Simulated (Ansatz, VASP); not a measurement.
# Cross-check of HfO2 between VASP and Ansatz

Wanted: the spread between two codes on one cell, functional and k mesh. The cell is taken from a series of runs on this material, whose earlier steps may have relaxed, scaled, displaced or heated it; both programs get it as it stands.

Program: Ansatz 0.2.0. Level of theory: plane waves, with VASP 6.6.1 beside it; single point at LDA. Results are calculated unless marked as measured.

### Step 1. The starting structure

The structure is cubic, space group Fm-3m (No. 225). The conventional cell has a = 4.934 Å, b = 4.934 Å, c = 4.934 Å, α = 90.00°, β = 90.00°, γ = 90.00°. O has 4 Hf at 2.14 Å nearest. Nearest to Hf lie 8 O at 2.14 Å. Farther neighbours and most contacts between anions are not listed.

### Step 2. Ansatz: single point, LDA, pair 1

Ansatz runs on its PAW soft_1 files.

A single point gives forces, pressure and levels at one fixed geometry, so differences don't come from the geometry; what else differs is listed under the comparison.

Input file input.yaml:

```yaml
crystal:
  lattice:
    - [0.0, 2.4670666155, 2.4670666155]
    - [2.4670666155, 0.0, 2.4670666155]
    - [2.4670666155, 2.4670666155, 0.0]
  atoms:
    - { symbol: O, position: [0.25, 0.25, 0.25] }
    - { symbol: O, position: [0.75, 0.75, 0.75] }
    - { symbol: Hf, position: [0.0, 0.0, 0.0] }
kpoints:
  mp_grid: { grid: [8, 8, 8] }
hamiltonian:
  xc: lda
  pseudopotentials: { kind: paw, azcp: { folder: soft_1 }, xc_functional: pbe }
scf:
  occupations: { method: fixed }
output:
  forces: true
  stress: true
  eigenvalues: true
```

Command:

```bash
$ ansatz run input.yaml --threads 4 --pin off --max-ram 10240MiB --backend cpu --events-out ev --progress --plain --runs-dir out
```

Numbers of over 12 decimals in the logs are rounded to 6 here.

Log:

```text
Engine: ansatz 0.2.0, aarch64-unknown-linux-gnu
Pseudopotentials: kind: paw
Pseudopotential: O, paw, valence charge 6, recommended cutoff 420 eV (normal), soft_1/O.paw.azcp
Pseudopotential: Hf, paw, valence charge 26, recommended cutoff 420 eV (normal), soft_1/Hf.paw.azcp
Functional definition: SPW92
  exchange = slater_x
  correlation = pw_c
Crystal: 3 atoms, lattice volume = 30.031 Å³
Basis set: ecut = 420 eV, 561 PW (Γ)
Bands: 23, of which v1, the nominal top of the filled ones, is band 19 counted from 1 (18 counted from 0)
Symmetry: 48 space group operations
Space group: Fm-3m (ITA 225), of the structure as read, at distance tolerance 3.1e-5 Å
k-points: 29 of 512
Non-local potential: O, projectors of the file, l = 0: 2, l = 1: 2, l = 2: 1
Non-local potential: Hf, projectors of the file, l = 0: 3, l = 1: 2, l = 2: 2, l = 3: 3
PAW form: soft (Blöchl's): semilocal exchange-correlation on the pseudo side does not see the compensation charge
PAW frozen core: O, regenerated for the run's functional, and the local potential with it (the file was generated under x = pbe(κ = 0.804, μ = 0.219515), c = pbe(β = 0.066725))
PAW frozen core: Hf, regenerated for the run's functional, and the local potential with it (the file was generated under x = pbe(κ = 0.804, μ = 0.219515), c = pbe(β = 0.066725))
PAW one-centre angular grid: O, 110 points (default); XC on 64 Gauss nodes
PAW one-centre angular grid: Hf, 590 points (default); XC on 64 Gauss nodes
Initial density: superposition of atomic densities (chi_scale 0.1, normalization cell, long waves kept (reshape's long-wave potential 0.00 eV rms))
Initial wavefunctions: pseudopotential atomic-orbital guess
Functional: x = slater, c = lda
SCF iter   1: F=—  HF=-16594.282666 eV  |F-HF|=—  |Δ(HF+E_count)|=         —  Δρ=9.13e-2  dr2=1.95e0  ethr=3.10e-3  ⟨swp⟩=4.1  Hψ=2236  notcnv=0  defer=55
preconditioner: auto → none  [insulator: Δε(μ)=3.258 eV  Ē_g=19.651 eV  n_scr=14 (ndim 8)  ℏωp=40.7 eV  f_vac=0.000  ε∞_Penn≈5.3]
SCF iter   2: F=—  HF=-16593.657186 eV  |F-HF|=—  |Δ(HF+E_count)|=   6.25e-1  Δρ=3.40e-2  dr2=2.73e-1  ethr=3.10e-3  ⟨swp⟩=2.3  Hψ=1563  notcnv=0  defer=50
SCF iter   3: F=—  HF=-16593.595254 eV  |F-HF|=—  |Δ(HF+E_count)|=   6.19e-2  Δρ=2.53e-2  dr2=1.08e-1  ethr=7.19e-4  ⟨swp⟩=2.0  Hψ=1160  notcnv=0  defer=58
SCF iter   4: F=—  HF=-16593.570346 eV  |F-HF|=—  |Δ(HF+E_count)|=   2.49e-2  Δρ=5.49e-3  dr2=4.49e-3  ethr=2.85e-4  ⟨swp⟩=2.3  Hψ=1311  notcnv=0  defer=58
SCF iter   5: F=—  HF=-16593.572423 eV  |F-HF|=—  |Δ(HF+E_count)|=   2.08e-3  Δρ=2.67e-3  dr2=6.90e-4  ethr=1.18e-5  ⟨swp⟩=2.0  Hψ=1373  notcnv=0  defer=58
SCF iter   6: F=—  HF=-16593.572761 eV  |F-HF|=—  |Δ(HF+E_count)|=   3.38e-4  Δρ=2.29e-4  dr2=4.72e-6  ethr=1.81e-6  ⟨swp⟩=2.0  Hψ=1076  notcnv=0  defer=56
SCF iter   7: F=—  HF=-16593.572766 eV  |F-HF|=—  |Δ(HF+E_count)|=   5.38e-6  Δρ=1.26e-5  dr2=1.39e-8  ethr=2.63e-10  ⟨swp⟩=6.9  Hψ=4261  notcnv=0
SCF iter   8: F=-16593.572766 eV  HF=-16593.572766 eV  |F-HF|=3.06e-10  |Δ(HF+E_count)|=   3.51e-8  Δρ=1.62e-6  dr2=3.48e-10  ethr=3.66e-11  ⟨swp⟩=4.8  Hψ=2619  notcnv=0
SCF 1 converged in 8 iterations: F = -16593.572766 eV  dr2 = 3.48e-10
  greatest PAW one-centre occupation: 0.999 electrons in one spin orbital (limit 2), on the Hf atom at site 2 (counted from 0), in its partial waves of l = 3
SCF converged after 8 iterations
Free energy (F): -16593.572766 eV
Harris-Foulkes:  -16593.572766 eV  (|F-HF|=3.06e-10)
Internal energy: -16593.572766 eV  (E = F + TS)
E sigma→0 (E₀):  -16593.572766 eV
Fermi energy:    16.055232 eV
--- Per-component energies (eV) ---
  E_band       = 58.196921
  E_kinetic    = 748.089092
  E_local      = -6751.367757  (includes V_loc(G=0)·N_el)
  E_nonlocal   = 188.349392
  E_hartree    = 3237.339174
  E_xc         = -407.054404
  E_vxc        = -438.530747  (∫ρ·V_xc dr)
  E_paw        = -7762.655266  (= ΣΔE_a)
  E_vpaw       = -163.022607  (= ΣTr[D̂ρ^β])
  E_aug_tail   = 0.001661  (compensation charges beyond the density's cutoff)
  E_ewald      = -5848.925590
  E_core_change = 2.650931  (= ΣΔE_core)
  E_smearing   = -0.000000  (= −TS)
  E_closure    = -0.000000  (closes the sum)
  Σ components = -16593.572766   (vs F -16593.572766, Δ=0.00e0)
--- Forces (eV/Å), atoms counted from 1 ---
  atom   1  O     -0.00000000    -0.00000000     0.00000000
  atom   2  O     -0.00000000    -0.00000000    -0.00000000
  atom   3  Hf    -0.00000000     0.00000000    -0.00000000
  max |Σ_I F_I| component: 6.94e-18 eV/Å
--- Stress (GPa, compression-positive) ---
       12.564770       0.000000       0.000000
       -0.000000      12.564770      -0.000000
        0.000000       0.000000      12.564770
  P = ⅓ Tr σ = 12.5648 GPa (125.648 kbar)
--- Band table (eV; the first three rows and the last of 29) ---
  k-point 0: bands = [... 15 lower, 10.0500, 15.3879, 15.3879, 15.3879, 19.8935, 19.8935, 22.2971, 27.4427]
  k-point 1: bands = [... 15 lower, 10.5795, 14.9176, 15.0512, 15.0512, 20.2486, 20.2486, 22.8895, 26.5914]
  k-point 2: bands = [... 15 lower, 11.7467, 13.9673, 14.4753, 14.4753, 20.7648, 20.7648, 23.4107, 26.0024]
  k-point 28: bands = [... 15 lower, 13.2496, 13.2496, 14.4317, 15.8168, 20.9859, 21.3793, 23.7821, 23.7821]
```

The run ends at a pressure of 12.56 GPa.

### Step 3. VASP: single point, LDA, pair 1

The same cell, functional (in two slightly different forms) and mesh now go to VASP, with its own data sets.

Lines of VASP's logs that name or quote its potential files are left out, and so is its time.

Input file INCAR:

```
SYSTEM = HfO2
PREC = Accurate
ENCUT = 600
EDIFF = 1E-06
NELM = 120
ISMEAR = 0
SIGMA = 0.01
LREAL = .FALSE.
ALGO = Normal
GGA = CA
NBANDS = 17
LASPH = .TRUE.
LORBIT = 11
LWAVE = .FALSE.
LCHARG = .FALSE.
ISIF = 2
GGA_COMPAT = .FALSE.
EFERMI = MIDGAP
```

Input file POSCAR:

```
HfO2
1.0
    0.0000000000      2.4670666155      2.4670666155
    2.4670666155      0.0000000000      2.4670666155
    2.4670666155      2.4670666155      0.0000000000
O Hf
2 1
Direct
    0.2500000000      0.2500000000      0.2500000000
    0.7500000000      0.7500000000      0.7500000000
    0.0000000000      0.0000000000      0.0000000000
```

Input file KPOINTS:

```
Automatic mesh
0
Gamma
8 8 8
0 0 0
```

The projector-augmented-wave data sets are O and Hf_pv (LDA family, release 64).

Command:

```bash
$ mpirun -np 1 vasp_std
```

Log:

```text
[banner, memory and clock lines left out]
running    1 mpi-ranks, on    1 nodes
 distrk:  each k-point on    1 cores,    1 groups
 distr:  one band on    1 cores,    1 groups

 POSCAR found type information on POSCAR O Hf
 POSCAR found :  2 types and       3 ions
 LDA part: xc-table for (Slater(with rela. corr.)+CA(PZ))
 , standard interpolation
 POSCAR, INCAR and KPOINTS ok, starting setup
 FFT: planning ... GRIDC
 FFT: planning ... GRID_SOFT
 FFT: planning ... GRID
 WAVECAR not read
 entering main loop
       N       E                     dE             d eps       ncg     rms          rms(c)
DAV:   1     0.100886723874E+03    0.10089E+03   -0.13877E+04   986   0.144E+03
DAV:   2    -0.350060808680E+02   -0.13589E+03   -0.13299E+03  1337   0.321E+02
DAV:   3    -0.385844996379E+02   -0.35784E+01   -0.35710E+01  1106   0.480E+01
DAV:   4    -0.386042044338E+02   -0.19705E-01   -0.19701E-01  1295   0.384E+00
DAV:   5    -0.386043279737E+02   -0.12354E-03   -0.12353E-03  1150   0.278E-01    0.590E+01
DAV:   6    -0.332428258260E+02    0.53615E+01   -0.21532E+01  1008   0.344E+01    0.488E+01
DAV:   7    -0.331071817828E+02    0.13564E+00   -0.66494E-01  1121   0.708E+00    0.310E+01
DAV:   8    -0.330639329392E+02    0.43249E-01   -0.16397E-01  1017   0.390E+00    0.746E+00
DAV:   9    -0.330523766188E+02    0.11556E-01   -0.35365E-02  1050   0.162E+00    0.240E+00
DAV:  10    -0.330520248447E+02    0.35177E-03   -0.21622E-03  1213   0.369E-01    0.642E-02
DAV:  11    -0.330520208037E+02    0.40410E-05   -0.12242E-04  1221   0.931E-02    0.458E-02
DAV:  12    -0.330520213353E+02   -0.53160E-06   -0.55994E-06  1182   0.190E-02
   1 F= -.33052021E+02 E0= -.33052021E+02  d E =0.000000E+00
```

Parts of OUTCAR (step 3):

```text
ion  position               nearest neighbor table
   1  0.250  0.250  0.250-   3 2.14   3 2.14   3 2.14   3 2.14
   2  0.750  0.750  0.750-   3 2.14   3 2.14   3 2.14   3 2.14
   3  0.000  0.000  0.000-   2 2.14   2 2.14   2 2.14   1 2.14   1 2.14   1 2.14   2 2.14   1 2.14

  LATTYP: Found a face centered cubic cell.
 ALAT       =     4.9341332310

 Subroutine GETGRP returns: Found 48 space group operations
 (whereof 48 operations were pure point group operations)

The static configuration has the point symmetry O_h .

 Found     29 irreducible k-points:

   k-points           NKPTS =     29   k-points in BZ     NKDIM =     29   number of bands    NBANDS=     17

   dimension x,y,z NGX =    28 NGY =   28 NGZ =   28
   dimension x,y,z NGXF=    56 NGYF=   56 NGZF=   56

   ENCUT  =  600.0 eV  44.10 Ry    6.64 a.u.   6.97  6.97  6.97*2*pi/ulx,y,z

   NELECT =      22.0000    total number of electrons

 k-points in reciprocal lattice and weights: Automatic mesh
   0.00000000  0.00000000  0.00000000       0.002
   0.12500000  0.00000000  0.00000000       0.016
   0.25000000  0.00000000  0.00000000       0.016
   0.37500000  0.00000000  0.00000000       0.016
   0.50000000  0.00000000  0.00000000       0.008
   0.12500000  0.12500000  0.00000000       0.012
   0.25000000  0.12500000  0.00000000       0.047
   0.37500000  0.12500000  0.00000000       0.047
   0.50000000  0.12500000  0.00000000       0.047
[...]
-0.37500000  0.50000000  0.12500000       0.023
  -0.25000000  0.50000000  0.25000000       0.012

 average (electrostatic) potential at core
       1 -69.9950       2 -69.9950       3 -36.5097

 E-fermi :   6.6952

 k-point     1 :       0.0000    0.0000    0.0000
  band No.  band energies     occupation
    ...
      7      -1.1418      2.00000
      8      -1.1418      2.00000
      9       4.1373      2.00000
     10       4.1373      2.00000
     11       4.1373      2.00000
     12       8.6540      0.00000
     13       8.6540      0.00000
     14      11.1378      0.00000
     15      16.2180      0.00000
     16      16.2180      0.00000
    ...

 k-point     2 :       0.1250    0.0000    0.0000
  band No.  band energies     occupation
    ...
      7      -0.9734      2.00000
      8      -0.6418      2.00000
      9       3.6754      2.00000
     10       3.8062      2.00000
     11       3.8062      2.00000
     12       9.0122      0.00000
     13       9.0122      0.00000
     14      11.7290      0.00000
     15      15.3681      0.00000
     16      15.8899      0.00000
    ...

 k-point     3 :       0.2500    0.0000    0.0000
  band No.  band energies     occupation
    ...
      7      -0.5633      2.00000
      8       0.4915      2.00000
      9       2.7467      2.00000
     10       3.2360      2.00000
     11       3.2360      2.00000
     12       9.5343      0.00000
     13       9.5343      0.00000
     14      12.2194      0.00000
     15      14.8010      0.00000
     16      15.3280      0.00000
    ...

  Total        1.6148599      1.6148599      1.6148599     -0.0000000      0.0000000      0.0000000
  in kB       86.1534750     86.1534750     86.1534750     -0.0000000      0.0000000      0.0000000
  external PRESSURE =      86.1534750 kB  Pullay stress =       0.0000000 kB

  energy-cutoff  :      600.00
  volume of cell :       30.03
      direct lattice vectors                 reciprocal lattice vectors
     0.000000000  2.467066615  2.467066615    -0.202669842  0.202669842  0.202669842
     2.467066615  0.000000000  2.467066615     0.202669842 -0.202669842  0.202669842
     2.467066615  2.467066615  0.000000000     0.202669842  0.202669842 -0.202669842

 POSITION                                       TOTAL-FORCE (eV/Angst)
 -----------------------------------------------------------------------------------
      1.23353      1.23353      1.23353         0.000000      0.000000      0.000000
      3.70060      3.70060      3.70060         0.000000      0.000000     -0.000000
      0.00000      0.00000      0.00000        -0.000000     -0.000000      0.000000
 -----------------------------------------------------------------------------------
    total drift:                                0.000000      0.000000      0.000000

  FREE ENERGIE OF THE ION-ELECTRON SYSTEM (eV)
  ---------------------------------------------------
  free  energy   TOTEN  =       -33.0520213353 eV

  energy  without entropy=      -33.0520213353  energy(sigma->0) =      -33.05202134

 total charge
# of ion       s       p       d       tot
------------------------------------------
    1        1.551   3.583   0.000   5.134
    2        1.551   3.583   0.000   5.134
    3        0.320   6.694   1.537   8.551
--------------------------------------------------
tot          3.422  13.860   1.537  18.820

[... 3 further parts left out ...]
```

Harder data sets than Hf_pv exist (the GW ones), and pressures, volumes and forces can shift noticeably with them.

### Step 4. Side by side

Known differences besides the potentials themselves: the two LDA forms differ slightly; fixed occupations in Ansatz, narrow Gaussian smearing in VASP; the data sets hold 38 valence electrons in Ansatz (on its PAW soft_1 files) and 22 in VASP; the cutoff is 420 eV in Ansatz and 600 eV in VASP; VASP's log shows a relativistic correction to its local exchange, Ansatz's none. Total energies have different zeros and are not compared.

The two programs side by side:

| quantity | Ansatz | VASP | difference |
| --- | --- | --- | --- |
| pressure (GPa) | 12.56 | 8.62 | +3.95 |
| gap on the k mesh (eV) | 3.756 | 3.809 | -0.053 |

A gap on the mesh is an upper bound, since the band edges may lie between its points; neither run holds spin-orbit coupling, which can move the band edges of a compound of Hf.

### Step 5. Other set-ups

Further runs change the set-up of one program: Ansatz's method, potentials or start, or VASP's data sets, cutoff or form of LDA. The table gives Ansatz less VASP for each quantity, since a change that brings one quantity closer may part another.

| run | pressure (GPa) | gap on the k mesh (eV) |
| --- | --- | --- |
| as above | 3.9 | -0.053 |
| VASP with the data sets O and Hf_sv | 2.5 | -0.064 |

### Step 6. Ansatz: single point, LDA, pair 2

With cell and atoms fixed, the geometry can't cause a difference; cores, projectors, grids and the points listed under the comparison can. The cell compared in this pair holds 29.41 Å³, against 30.03 Å³ for the pair before.

The cell is taken from a series of runs on this material, whose earlier steps may have relaxed, scaled, displaced or heated it; both programs get it as it stands.

input.yaml, the sections that differ from step 2:

```yaml
crystal:
  lattice:
    - [0.0, 2.449813837, 2.449813837]
    - [2.449813837, 0.0, 2.449813837]
    - [2.449813837, 2.449813837, 0.0]
  atoms:
    - { symbol: O, position: [0.25, 0.25, 0.25] }
    - { symbol: O, position: [0.75, 0.75, 0.75] }
    - { symbol: Hf, position: [0.0, 0.0, 0.0] }
# kpoints, hamiltonian, scf, output: as in step 2
```

Command:

```bash
$ ansatz run input.yaml --threads 4 --pin off --max-ram 10240MiB --backend cpu --events-out ev --progress --plain --runs-dir out
```

Log:

```text
[...]
Crystal: 3 atoms, lattice volume = 29.406 Å³
Basis set: ecut = 420 eV, 561 PW (Γ)
Bands: 23, of which v1, the nominal top of the filled ones, is band 19 counted from 1 (18 counted from 0)
Symmetry: 48 space group operations
[...]
k-points: 29 of 512
[...]
--- Band table (eV; the first three rows and the last of 29) ---
  k-point 0: bands = [... 15 lower, 10.3415, 15.8174, 15.8174, 15.8174, 20.3700, 20.3700, 22.9017, 28.1614]
  k-point 1: bands = [... 15 lower, 10.8970, 15.3473, 15.4708, 15.4708, 20.7412, 20.7412, 23.4888, 27.2704]
  k-point 2: bands = [... 15 lower, 12.1090, 14.3919, 14.8835, 14.8835, 21.2788, 21.2788, 23.9748, 26.6740]
  k-point 28: bands = [... 15 lower, 13.6441, 13.6441, 14.8315, 16.2534, 21.5030, 21.9132, 24.4155, 24.4155]
[key lines of the parts left out:]
SCF converged after 8 iterations
Free energy (F): -16593.509601 eV
Fermi energy:    16.496548 eV
P = ⅓ Tr σ = 19.8989 GPa (198.989 kbar)
```

The run ends at a pressure of 19.90 GPa.

### Step 7. VASP: single point, LDA, pair 2

The same cell, functional (in two slightly different forms) and mesh now go to VASP, with its own data sets.

INCAR is that of step 3.

Input file POSCAR:

```
HfO2
1.0
    0.0000000000      2.4498138370      2.4498138370
    2.4498138370      0.0000000000      2.4498138370
    2.4498138370      2.4498138370      0.0000000000
O Hf
2 1
Direct
    0.2500000000      0.2500000000      0.2500000000
    0.7500000000      0.7500000000      0.7500000000
    0.0000000000      0.0000000000      0.0000000000
```

KPOINTS is that of step 3.

Command:

```bash
$ mpirun -np 1 vasp_std
```

Log:

```text
[... set-up lines as in an earlier step ...]
 entering main loop
       N       E                     dE             d eps       ncg     rms          rms(c)
DAV:   1     0.101498196703E+03    0.10150E+03   -0.13877E+04   986   0.145E+03
DAV:   2    -0.346196110966E+02   -0.13612E+03   -0.13300E+03  1269   0.316E+02
DAV:   3    -0.385199892099E+02   -0.39004E+01   -0.38911E+01  1169   0.492E+01
DAV:   4    -0.385394505723E+02   -0.19461E-01   -0.19457E-01  1276   0.379E+00
[...]
DAV:  10    -0.330025278219E+02    0.32342E-03   -0.19404E-03  1206   0.354E-01    0.625E-02
DAV:  11    -0.330025262251E+02    0.15968E-05   -0.11091E-04  1247   0.890E-02    0.527E-02
DAV:  12    -0.330025264404E+02   -0.21527E-06   -0.51107E-06  1173   0.183E-02
   1 F= -.33002526E+02 E0= -.33002526E+02  d E =0.000000E+00
```

From OUTCAR (step 7):

```text
  Total        2.8985510      2.8985510      2.8985510      0.0000000      0.0000000     -0.0000000
  in kB      157.9291467    157.9291467    157.9291467      0.0000000      0.0000000     -0.0000000
  external PRESSURE =     157.9291467 kB  Pullay stress =       0.0000000 kB

 POSITION                                       TOTAL-FORCE (eV/Angst)
 -----------------------------------------------------------------------------------
      1.22491      1.22491      1.22491         0.000000      0.000000      0.000000
      3.67472      3.67472      3.67472        -0.000000     -0.000000     -0.000000
      0.00000      0.00000      0.00000        -0.000000     -0.000000      0.000000
 -----------------------------------------------------------------------------------
    total drift:                                0.000000      0.000000      0.000000

  FREE ENERGIE OF THE ION-ELECTRON SYSTEM (eV)
  ---------------------------------------------------
  free  energy   TOTEN  =       -33.0025264404 eV

  energy  without entropy=      -33.0025264404  energy(sigma->0) =      -33.00252644

[... 1 part as in an earlier step ...]

[... 2 further parts left out ...]
[key lines of the parts left out:]
E-fermi :   6.9220
```

The run ends at a pressure of 15.79 GPa.

### Step 8. Comparison

What differs besides the data sets and the points named for the pairs above, as far as they apply: the data sets hold 38 valence electrons in Ansatz (on its PAW soft_1 files) and 22 in VASP. Total energies have different zeros and are not compared.

The two programs side by side:

```csv
quantity,Ansatz,VASP,difference
pressure (GPa),19.90,15.79,+4.11
gap on the k mesh (eV),3.803,3.865,-0.061
```

A gap on the mesh is an upper bound, since the band edges may lie between its points; neither run holds spin-orbit coupling, which can move the band edges of a compound of Hf.

[end of part 1 of 2]

[Lines on the potential files, build, host, timing and source positions are cut from VASP's logs without a mark.]

[Logs are printed without paths, hosts, clocks, repeated set-up lines and the standing remarks that a program may print on its own settings, such as how far it seeks lower states.]

[Hosts, paths, dates, database ids (printed as entryN), source tags and the programs' standing remarks are cut or masked in the printed files.]
